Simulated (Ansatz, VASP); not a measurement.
# GaN in two plane-wave programs, part 2 of 3

Aim: how closely do two programs agree when they are given the same cell, functional and k mesh? The cell is taken from a series of runs on this material, whose earlier steps may have relaxed, scaled, displaced or heated it; both programs get it as it stands.

VASP 6.6.1 and Ansatz 0.2.0.

So far: The structure; VASP: zone-centre phonons, LDA.

## 2. VASP: zone-centre phonons, LDA (continued)

Level of this step: LDA; plane waves and PAW (Ga_d, N) (VASP).

OUTCAR, selected parts (step 2):

```text
ion  position               nearest neighbor table
   1  0.333  0.667  0.999-   4 1.93   4 1.93   4 1.93   3 1.93
   2  0.667  0.333  0.499-   3 1.93   3 1.93   3 1.93   4 1.93
   3  0.333  0.667  0.376-   2 1.93   2 1.93   2 1.93   1 1.93
   4  0.667  0.333  0.876-   1 1.93   1 1.93   1 1.93   2 1.93

  LATTYP: Found a hexagonal cell.
 ALAT       =     3.1518084548
 C/A-ratio  =     1.6303067818

 Subroutine GETGRP returns: Found 12 space group operations
 (whereof  6 operations were pure point group operations)

The static configuration has the point symmetry C_3v.
 The point group associated with its full space group is C_6v.

 Found     36 irreducible k-points:

   k-points           NKPTS =     36   k-points in BZ     NKDIM =     36   number of bands    NBANDS=     24

   dimension x,y,z NGX =    28 NGY =   28 NGZ =   42
   dimension x,y,z NGXF=    56 NGYF=   56 NGZF=   84

   ENCUT  =  600.0 eV  44.10 Ry    6.64 a.u.   6.29  6.29 10.26*2*pi/ulx,y,z

   NELECT =      36.0000    total number of electrons

 k-points in reciprocal lattice and weights: Automatic mesh
   0.00000000  0.00000000  0.00000000       0.003
   0.11111111  0.00000000  0.00000000       0.019
   0.22222222 -0.00000000  0.00000000       0.019
   0.33333333  0.00000000  0.00000000       0.019
   0.44444444 -0.00000000  0.00000000       0.019
   0.11111111  0.11111111  0.00000000       0.019
   0.22222222  0.11111111  0.00000000       0.037
   0.33333333  0.11111111  0.00000000       0.037
   0.44444444  0.11111111  0.00000000       0.019
[...]
0.33333333  0.22222222  0.50000000       0.037
   0.33333333  0.33333333  0.50000000       0.006

 average (electrostatic) potential at core
       1 -64.3682       2 -64.3682       3 -61.6199       4 -61.6199

  Total        0.2165931      0.2165931      0.2085771      0.0000000      0.0000000      0.0000000
  in kB        7.8501090      7.8501090      7.5595838      0.0000000      0.0000000      0.0000000
  external PRESSURE =       7.7532673 kB  Pullay stress =       0.0000000 kB

  energy-cutoff  :      600.00
  volume of cell :       44.21
[...]
3.151808455  0.000000000  0.000000000     0.317278164  0.183180633  0.000000000
    -1.575904227  2.729546190  0.000000000     0.000000000  0.366361267  0.000000000
     0.000000000  0.000000000  5.138414699     0.000000000  0.000000000  0.194612552

 POSITION                                       TOTAL-FORCE (eV/Angst)
 -----------------------------------------------------------------------------------
      0.00000      1.81970      5.13480        -0.000000     -0.000000      0.001287
      1.57590      0.90985      2.56559         0.000000     -0.000000      0.001287
      0.00000      1.81970      1.93052         0.000000     -0.000000     -0.001287
      1.57590      0.90985      4.49973        -0.000000      0.000000     -0.001287
 -----------------------------------------------------------------------------------
    total drift:                               -0.000000     -0.000001     -0.000106

 MACROSCOPIC STATIC DIELECTRIC TENSOR (including local field effects in DFT)
 ------------------------------------------------------
           5.624435     0.000000     0.000000
           0.000000     5.624435     0.000000
           0.000000     0.000000     5.827976
 ------------------------------------------------------

 PIEZOELECTRIC TENSOR (including local field effects)  for field in x, y, z        (C/m^2)
          XX          YY          ZZ          XY          YZ          ZX
  --------------------------------------------------------------------------------
  x     0.00000    -0.00000     0.00000    -0.00000     0.00000     0.55505
  y    -0.00000    -0.00000     0.00000     0.00000     0.55506     0.00000
  z     0.49849     0.49849    -1.01289     0.00000     0.00000     0.00000

 BORN EFFECTIVE CHARGES (including local field effects) (in |e|, cummulative output)
 ---------------------------------------------------------------------------------
 ion    1
    1     2.58026     0.00000     0.00000
    2     0.00000     2.58026     0.00000
    3    -0.00000     0.00000     2.71805
 ion    2
    1     2.58026     0.00000     0.00000
    2     0.00000     2.58026     0.00000
    3     0.00000     0.00000     2.71805
 ion    3
    1    -2.58026     0.00000     0.00000
    2    -0.00000    -2.58026     0.00000
    3     0.00000     0.00000    -2.71805
 ion    4
    1    -2.58026     0.00000     0.00000
    2     0.00000    -2.58026    -0.00000
    3     0.00000     0.00000    -2.71805

 Eigenvectors and eigenvalues of the dynamical matrix
 ----------------------------------------------------

   1 f  =   21.052810 THz   132.278709 2PiTHz  702.246164 cm-1    87.067388 meV
             X         Y         Z           dx          dy          dz
      0.000000  1.819697  5.134800    -0.000000   -0.000000    0.039208
      1.575904  0.909849  2.565593    -0.000000   -0.000000   -0.039208
      0.000000  1.819697  1.930520    -0.000000   -0.000000   -0.706019
      1.575904  0.909849  4.499727     0.000000    0.000000    0.706019

   2 f  =   17.218324 THz   108.185917 2PiTHz  574.341451 cm-1    71.209232 meV
             X         Y         Z           dx          dy          dz
      0.000000  1.819697  5.134800    -0.246021   -0.000002    0.000000
      1.575904  0.909849  2.565593     0.246021    0.000002    0.000000
      0.000000  1.819697  1.930520    -0.662928   -0.000006   -0.000000
      1.575904  0.909849  4.499727     0.662928    0.000006   -0.000000

   3 f  =   17.218324 THz   108.185917 2PiTHz  574.341451 cm-1    71.209232 meV
             X         Y         Z           dx          dy          dz
      0.000000  1.819697  5.134800     0.000002   -0.246021    0.000000
      1.575904  0.909849  2.565593    -0.000002    0.246021   -0.000000
      0.000000  1.819697  1.930520     0.000006   -0.662928   -0.000000
      1.575904  0.909849  4.499727    -0.000006    0.662928   -0.000000

   4 f  =   16.948216 THz   106.488780 2PiTHz  565.331624 cm-1    70.092157 meV
             X         Y         Z           dx          dy          dz
      0.000000  1.819697  5.134800     0.289112   -0.000001   -0.000000
      1.575904  0.909849  2.565593     0.289112   -0.000001   -0.000000
      0.000000  1.819697  1.930520    -0.645301    0.000002    0.000000
      1.575904  0.909849  4.499727    -0.645301    0.000002    0.000000

   5 f  =   16.948216 THz   106.488780 2PiTHz  565.331624 cm-1    70.092157 meV
             X         Y         Z           dx          dy          dz
      0.000000  1.819697  5.134800    -0.000001   -0.289112    0.000000
      1.575904  0.909849  2.565593    -0.000001   -0.289112    0.000000
      0.000000  1.819697  1.930520     0.000002    0.645301   -0.000000
      1.575904  0.909849  4.499727     0.000002    0.645301   -0.000000

   6 f  =   16.265418 THz   102.198636 2PiTHz  542.555949 cm-1    67.268334 meV
             X         Y         Z           dx          dy          dz
      0.000000  1.819697  5.134800     0.000000    0.000000    0.288961
      1.575904  0.909849  2.565593     0.000000    0.000000    0.288961
      0.000000  1.819697  1.930520    -0.000000   -0.000000   -0.645369
      1.575904  0.909849  4.499727    -0.000000   -0.000000   -0.645369

   7 f  =   10.147216 THz    63.756836 2PiTHz  338.474682 cm-1    41.965493 meV
             X         Y         Z           dx          dy          dz
      0.000000  1.819697  5.134800     0.000000   -0.000000   -0.706019
      1.575904  0.909849  2.565593    -0.000000   -0.000000    0.706019
      0.000000  1.819697  1.930520     0.000000    0.000000   -0.039208
      1.575904  0.909849  4.499727    -0.000000   -0.000000    0.039208

   8 f  =    4.171278 THz    26.208913 2PiTHz  139.138860 cm-1    17.251012 meV
             X         Y         Z           dx          dy          dz
      0.000000  1.819697  5.134800    -0.662928    0.000004   -0.000000
      1.575904  0.909849  2.565593     0.662928   -0.000004   -0.000000
      0.000000  1.819697  1.930520     0.246021   -0.000001   -0.000000
      1.575904  0.909849  4.499727    -0.246021    0.000001   -0.000000

   9 f  =    4.171278 THz    26.208913 2PiTHz  139.138860 cm-1    17.251012 meV
             X         Y         Z           dx          dy          dz
      0.000000  1.819697  5.134800     0.000004    0.662928   -0.000000
      1.575904  0.909849  2.565593    -0.000004   -0.662928   -0.000000
      0.000000  1.819697  1.930520    -0.000001   -0.246021   -0.000000
      1.575904  0.909849  4.499727     0.000001    0.246021   -0.000000

  10 f/i=    0.001271 THz     0.007985 2PiTHz    0.042390 cm-1     0.005256 meV
             X         Y         Z           dx          dy          dz
      0.000000  1.819697  5.134800    -0.639527   -0.086135   -0.000000
      1.575904  0.909849  2.565593    -0.639527   -0.086135   -0.000000
      0.000000  1.819697  1.930520    -0.286525   -0.038591   -0.000000
      1.575904  0.909849  4.499727    -0.286525   -0.038591   -0.000000

  11 f/i=    0.001271 THz     0.007985 2PiTHz    0.042390 cm-1     0.005256 meV
             X         Y         Z           dx          dy          dz
      0.000000  1.819697  5.134800     0.086135   -0.639527    0.000000
      1.575904  0.909849  2.565593     0.086135   -0.639527    0.000000
      0.000000  1.819697  1.930520     0.038591   -0.286525    0.000000
      1.575904  0.909849  4.499727     0.038591   -0.286525    0.000000

  12 f/i=    0.005028 THz     0.031592 2PiTHz    0.167718 cm-1     0.020794 meV
             X         Y         Z           dx          dy          dz
      0.000000  1.819697  5.134800     0.000000   -0.000000   -0.645369
      1.575904  0.909849  2.565593     0.000000   -0.000000   -0.645369
      0.000000  1.819697  1.930520     0.000000   -0.000000   -0.288961
      1.575904  0.909849  4.499727     0.000000   -0.000000   -0.288961

 MACROSCOPIC STATIC DIELECTRIC TENSOR IONIC CONTRIBUTION
 ------------------------------------------------------
           3.978059     0.000000    -0.000000
           0.000000     3.978059     0.000000
          -0.000000     0.000000     4.794635
 ------------------------------------------------------

 ELASTIC MODULI CONTR FROM IONIC RELAXATION (kBar)
 Direction    XX          YY          ZZ          XY          YZ          ZX
 --------------------------------------------------------------------------------
 XX        -698.2183    307.8199    367.8935      0.0000     -0.0000      0.0000
 YY         307.8199   -698.2183    367.8935     -0.0000      0.0000     -0.0000
 ZZ         367.8935    367.8935   -693.3720     -0.0000      0.0000     -0.0000
 XY           0.0000     -0.0000     -0.0000   -503.0191      0.0000     -0.0000
 YZ          -0.0000      0.0000      0.0000      0.0000   -168.3868     -0.0000
 ZX           0.0000     -0.0000     -0.0000     -0.0000     -0.0000   -182.5541
 --------------------------------------------------------------------------------

 PIEZOELECTRIC TENSOR IONIC CONTR  for field in x, y, z        (C/m^2)
          XX          YY          ZZ          XY          YZ          ZX
  --------------------------------------------------------------------------------
  x     0.00000    -0.00000    -0.00000    -0.00000    -0.00000    -0.80187
  y    -0.00000     0.00000     0.00000     0.00000    -0.77013    -0.00000
  z    -0.91031    -0.91031     1.71567     0.00000    -0.00000     0.00000
```

(Part 2 of 3 ends here.)

[Lines on the potential files, build, host, timing and source positions are cut from VASP's logs without a mark.]

[Logs are printed without paths, hosts, clocks, repeated set-up lines and the standing remarks that a program may print on its own settings, such as how far it seeks lower states.]

[Hosts, paths, dates, database ids (printed as entryN), source tags and the programs' standing remarks are cut or masked in the printed files.]
